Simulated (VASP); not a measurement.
Level of theory: PBE GGA with spin-orbit coupling, VASP's PBE PAW potentials (set 64) (plane waves; VASP 6.6.1).

VASP input:

**KPOINTS**
```
kpoints
0
Gamma
 10 10 10
0 0 0
```

### INCAR
```
# general
SYSTEM         =  WSi2
PREC           =  Accurate
ENCUT          =  300
LREAL          =  .FALSE.
LASPH          =  .TRUE.

# electronic loop
EDIFF          =  1E-6
NELM           =  100
ALGO           =  Normal
LMAXMIX        =  6

# smearing
ISMEAR         =  -1
SIGMA          =  0.136

# functional
GGA            =  PE
GGA_COMPAT     =  .FALSE.

# spin
MAGMOM         =  9*0.0
LSORBIT        =  .TRUE.
LNONCOLLINEAR  =  .TRUE.

# ions
ISIF           =  2

# output
LWAVE          =  .FALSE.
LCHARG         =  .FALSE.
LORBIT         =  11
```

POSCAR:
```
WSi2
4.5416950
 -0.3546645030   0.3546645030   0.8651162176
  0.3546645030  -0.3546645030   0.8651162176
  0.3546645030   0.3546645030  -0.8651162176
Si W
2 1
Direct
  0.6650000000   0.6650000000   0.0000000000
  0.3350000000   0.3350000000   0.0000000000
  0.0000000000   0.0000000000   0.0000000000
```

POTCAR, in this order: Si W_sv (PBE.64 set). Program: vasp_ncl.

At this cut-off the stress carries a Pulay error, which pulls relaxed volumes low.

Q: Predict the energy per atom (σ→0), pressure, largest force, band gap (on the k-mesh).

A: 
| Item | Value |
|---|---|
| energy per atom (σ→0) | -8.524 eV/atom |
| band gap (on the k-mesh) | none (metal, semimetal or under 0.01 eV) |
| pressure | 1.33 GPa |
| largest force | 0.109 eV/Å |

File OSZICAR:
```
...
DAV:   7    -0.256074838631E+02    0.80938E-01   -0.28879E-01  6938   0.366E+00    0.476E+00
DAV:   8    -0.255844335619E+02    0.23050E-01   -0.38939E-02  7256   0.180E+00    0.988E-01
DAV:   9    -0.255837321564E+02    0.70141E-03   -0.25064E-03  7630   0.372E-01    0.261E-01
DAV:  10    -0.255835048761E+02    0.22728E-03   -0.25217E-04  7406   0.149E-01    0.113E-01
DAV:  11    -0.255834936646E+02    0.11212E-04   -0.88876E-05  7146   0.905E-02    0.357E-02
DAV:  12    -0.255834924442E+02    0.12204E-05   -0.61633E-06  7126   0.206E-02    0.852E-03
DAV:  13    -0.255834920417E+02    0.40244E-06   -0.71981E-07  4500   0.749E-03
   1 F= -.25583492E+02 E0= -.25570705E+02  d E =-.255740E-01  mag=    -0.0000     0.0000    -0.0000
```

The structure is a typed WSi2 crystal. The cell was not relaxed at this level. The run is one of a series of settings (GGA_COMPAT = .FALSE., LNONCOLLINEAR = .TRUE., LSORBIT = .TRUE., MAGMOM = 0.0 0.0 0.0 0.0 0.0 0.0 0.0 0.0 0.0, program vasp_ncl against the base run), some of them coarse on purpose.
